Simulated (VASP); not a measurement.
Here is the system:

```yaml
crystal:
  lattice:
    - [1.59848, -2.76865, 0.00000]
    - [1.59848, 2.76865, 0.00000]
    - [0.00000, 0.00000, 5.10481]
  atoms:
    - { symbol: Mg, position: [0.33333, 0.66667, 0.25000] }
    - { symbol: Mg, position: [0.66667, 0.33333, 0.75000] }
```

Method: revTPSS meta-GGA, VASP's PBE PAW potentials (set 64) (plane waves; VASP). Settings: 520 eV cut-off, 12×12×7 Γ-centred mesh, first-order Methfessel-Paxton smearing of 0.10 eV, potentials Mg.

### Question
What does the run give for the energy per atom (σ→0), band gap (on the k-mesh) with the smallest direct gap where there is one?

### Answer

```
Item                                                         Value
------------------------  ----------------------------------------
band gap (on the k-mesh)  none (metal, semimetal or under 0.01 eV)
energy per atom (σ→0)                               -3.058 eV/atom
```

Total energies compare only between runs with the same potentials, cut-off and functional.

The compound is Mg in the hcp structure. It was relaxed first. The start is the result of an earlier pass.
